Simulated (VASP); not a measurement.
Set up this calculation in VASP 6.6.1, as the native input.

* Task: electron localisation function
* Functional: TPSS
* Dispersion: D2
* Potentials or basis: VASP PAW PBE potentials, release 64 (Ba_sv, Y_sv)
* Cutoff: 520 eV
* k mesh: 4 × 4 × 4
* Occupations: gaussian, width 0.05 eV
* Spin: no spin polarisation
* Further INCAR settings: ALGO = Normal; EDIFF = 1e-06

The structure of Ba3Y lies in Ba3Y.cif:

```cif
data_Ba3Y
_cell_length_a 8.44421787
_cell_length_b 8.44421787
_cell_length_c 6.73617200
_cell_angle_alpha 90.00000000
_cell_angle_beta 90.00000000
_cell_angle_gamma 120.00000000
_space_group_name_H-M_alt 'P6_3/mmc'
_space_group_name_Hall '-P 6c 2c'
_space_group_IT_number 194
loop_
_space_group_symop_operation_xyz
'x,y,z'
'-x,-y,-z'
'x-y,x,z+1/2'
'-x+y,-x,-z+1/2'
'-y,x-y,z'
'y,-x+y,-z'
'-x,-y,z+1/2'
'x,y,-z+1/2'
'-x+y,-x,z'
'x-y,x,-z'
'y,-x+y,z+1/2'
'-y,x-y,-z+1/2'
'-y,-x,-z+1/2'
'y,x,z+1/2'
'-x,-x+y,-z'
'x,x-y,z'
'-x+y,y,-z+1/2'
'x-y,-y,z+1/2'
'y,x,-z'
'-y,-x,z'
'x,x-y,-z+1/2'
'-x,-x+y,z+1/2'
'x-y,-y,-z'
'-x+y,y,z'
loop_
_atom_site_label
_atom_site_type_symbol
_atom_site_symmetry_multiplicity
_atom_site_Wyckoff_symbol
_atom_site_fract_x
_atom_site_fract_y
_atom_site_fract_z
_atom_site_occupancy
Ba1 Ba 6 h 0.1721140050 0.3442280099 0.2500000000 1
Y1 Y 2 d 0.3333333333 0.6666666667 0.7500000000 1
```

The structure of Ba3Y lies in POSCAR:

```
Ba Y 
 1.0000000000000000
     8.4442178699999992    0.0000000000000000    0.0000000000000000
    -4.2221089349999978    7.3129071905105221    0.0000000000000000
     0.0000000000000000    0.0000000000000000    6.7361719999999998
 Ba  Y  
   6   2
Cartesian
  0.0000000004222110  2.5173074887728379  1.6840429999999997
  4.2221089345777907  4.7955997017376841  5.0521289999999999
  6.2641656357970170  1.2586537447520638  5.0521289999999999
 -2.0420567007970156  6.0542534457584587  1.6840430000000000
  2.0420567003748071  6.0542534464897484  1.6840429999999997
  2.1800522346251938  1.2586537440207739  5.0521289999999999
 -0.0000000004222103  4.8752714605841110  5.0521289999999999
  4.2221089354222121  2.4376357299264106  1.6840430000000000
```

The cell comes from a database or a generator and needn't be the stable form of this composition.

These files were run (other wordings do the same):

INCAR

```
PREC = Accurate ; ENCUT = 520
EDIFF = 1E-6 ; ISMEAR = 0
SIGMA = 0.05 ; LREAL = False
LASPH = True ; NELM = 100
ALGO = Normal ; ISIF = 2
LWAVE = False ; LCHARG = True
METAGGA = TPSS ; LMIXTAU = True
IVDW = 1 ; LELF = True
```

KPOINTS

```
Automatic mesh
0
Gamma
  4 4 4
```

Potentials or basis: VASP PAW PBE potentials, release 64 (Ba_sv, Y_sv).

Launch:

```bash
$ ase convert -i cif -o vasp Ba3Y.cif POSCAR
$ cat potpaw_PBE.64/Ba_sv/POTCAR potpaw_PBE.64/Y_sv/POTCAR > POTCAR
$ mpirun -np 1 vasp_std > vasp.out
```

It gave:

```
Pressure                   : -12.2 GPa
Largest force              : 0.119 eV/Å
Band gap on the k mesh     : none (metal or under the smearing width)
Dispersion energy per atom : -2.069 eV
```

Caveat: atom-pairwise D2, TS and ULG terms overbind metals; the PAW data sets were made with another functional, which shifts forces and pressure a little; pairwise dispersion overbinds metals, which lowers pressure and volume.

Run time: 22 min on 1 thread of Intel(R) Xeon(R) Platinum 8488C (Sapphire Rapids), on a shared host, peak memory 0.6 GiB.
